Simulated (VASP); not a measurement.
Here is the system:

```xyz
8
Lattice="4.3831 0.0000 0.0000 0.0000 4.3831 0.0000 0.0000 0.0000 4.3831" Properties=species:S:1:pos:R:3 pbc="T T T"
Co     3.7436     2.8311     1.5521
Co     2.8311     1.5521     3.7436
Co     1.5521     3.7436     2.8311
Co     0.6395     0.6395     0.6395
Si     0.6861     1.5054     2.8777
Si     1.5054     2.8777     0.6861
Si     2.8777     0.6861     1.5054
Si     3.6970     3.6970     3.6970
```

The numbers are results of PBE GGA, VASP's PBE PAW potentials (set 64) (plane waves; VASP 6.6.1), not measurements. Numerical set-up: 300 eV cut-off, 5×5×5 Γ-centred mesh, Gaussian smearing of 0.27 eV, potentials Co Si.

At this cut-off the stress carries a Pulay error, which pulls relaxed volumes low.

### Question
Give the stress tensor in GPa (positive for a compressed cell).

### Answer

```
7.48  0.00  0.00
0.00  7.48  0.00
0.00  0.00  7.48
```
The pressure is its mean diagonal, 7.48 GPa.

The structure comes from a computed database's CoSi entry (P2_13); how it stands against other phases isn't given here. The cell was not relaxed at this level. The run is not spin-polarised, so no magnetic state was tried.
